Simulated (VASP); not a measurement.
All values below come from vdW-DF2, VASP's PBE PAW potentials (set 64) (plane waves; VASP).

Input for VASP

### INCAR
```
ISMEAR=0   ! Gaussian
PREC=Accurate
LWAVE=.False.
ZAB_VDW=-1.8867
AGGAC=0.0
SYSTEM=BaTiO3
LMAXMIX=4   ! l cut-off of mixed one-centre charges
LCHARG=.False.
GGA=ML
SIGMA=0.05   ! width (eV)
LASPH=.True.   ! aspherical one-centre terms
ENCUT=520
LUSE_VDW=.True.
EDIFF=1E-7   ! SCF stop (eV)
ISIF=2   ! forces and stress, cell fixed
NELM=100   ! most electronic steps
ALGO=Normal   ! blocked Davidson
LREAL=.False.   ! projection in real space or not
```

**KPOINTS**
```
Automatic mesh
0
Gamma
6 6 6
0 0 0
```

POSCAR:
```
BaTiO3
1
    4.0980979668     0.0000000000     0.0000000000
    0.0000000000     4.0980979668     0.0000000000
    0.0000000000     0.0000000000     4.0980979668
Ba Ti O
1 1 3
Direct
  0.0000000000   0.0000000000   0.0000000000
  0.5000000000   0.5000000000   0.5000000000
  0.5000000000   0.0000000000   0.5000000000
  0.0000000000   0.5000000000   0.5000000000
  0.5000000000   0.5000000000   0.0000000000
```

POTCAR, in this order: Ba_sv Ti_sv O (PBE.64 set). Program: vasp_std.

Unless said otherwise, spin-orbit coupling is left out, though it shifts the bands of the heavy elements here.

**Question.** Predict the energy per atom (σ→0), band gap (on the k-mesh).

**Answer.** 
- energy per atom (σ→0): -583.9 kJ/mol of atoms
- band gap (on the k-mesh): 1.62 eV

**OSZICAR**
```
...
DAV:  12    -0.302572637334E+02    0.52679E-02   -0.49399E-02  1184   0.179E+00    0.200E-01
DAV:  13    -0.302567740910E+02    0.48964E-03   -0.16485E-03  1184   0.381E-01    0.113E-01
DAV:  14    -0.302565858800E+02    0.18821E-03   -0.15745E-03  1216   0.318E-01    0.357E-02
DAV:  15    -0.302565721299E+02    0.13750E-04   -0.11222E-04  1168   0.971E-02    0.800E-03
DAV:  16    -0.302565716112E+02    0.51870E-06   -0.38989E-06  1272   0.156E-02    0.317E-03
DAV:  17    -0.302565715067E+02    0.10459E-06   -0.13879E-06  1112   0.648E-03    0.111E-03
DAV:  18    -0.302565715535E+02   -0.46810E-07   -0.18759E-07   752   0.380E-03
   1 F= -.30256572E+02 E0= -.30256572E+02  d E =-.857726E-21
```

The compound is BaTiO3 in the cubic perovskite structure, the ideal cubic form; the compound distorts at low or room temperature. It was relaxed first, which changed the volume by +8 %.
